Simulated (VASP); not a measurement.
A run of VASP 6.6.1:

File POSCAR:

```
Re
1.0
    0.0000000000      1.9465851268      1.9465851268
    1.9465851268      0.0000000000      1.9465851268
    1.9465851268      1.9465851268      0.0000000000
Re
1
Direct
    0.0000000000      0.0000000000      0.0000000000
```

File INCAR.step1:

```
SYSTEM = Re
  PREC = Accurate
  ENCUT = 520
  ISMEAR = -1
  SIGMA = 0.05
  LREAL = .FALSE.
  LASPH = .TRUE.
  NELM = 100
  NBANDS = 10
  GGA = PE
  ALGO = Normal
  EDIFF = 1E-4
  LWAVE = .TRUE.
  LCHARG = .FALSE.
```

The input INCAR.step2:

```
SYSTEM = Re
  PREC = Accurate
  ENCUT = 520
  EDIFF = 1E-7
  ISMEAR = -1
  SIGMA = 0.05
  LREAL = .FALSE.
  LASPH = .TRUE.
  NELM = 100
  ALGO = Normal
  ISIF = 2
  LWAVE = .FALSE.
  LCHARG = .FALSE.
  METAGGA = R2SCAN
  LMIXTAU = .TRUE.
  NBANDS = 10
  ISTART = 1
```

File KPOINTS:

```
Automatic mesh
0
G
  14 14 14
  0 0 0
```

Potentials or basis: VASP PAW PBE potentials, release 64 (Re).

Run with:

```sh
$ cat potpaw_PBE.64/Re/POTCAR > POTCAR
$ cp INCAR.step1 INCAR
$ mpirun -np 1 vasp_std > vasp.out
$ cp INCAR.step2 INCAR
$ mpirun -np 1 vasp_std > vasp.out
```

Hardware: 1 thread of Intel(R) Xeon(R) 6975P-C (Granite Rapids) (shared host).

Q: Estimate the wall time of this run.

A: It took 22 s on 1 thread of Intel(R) Xeon(R) 6975P-C (Granite Rapids) (shared host), peak memory 0.14 GiB. Counts: scf iterations 8, k points 104.
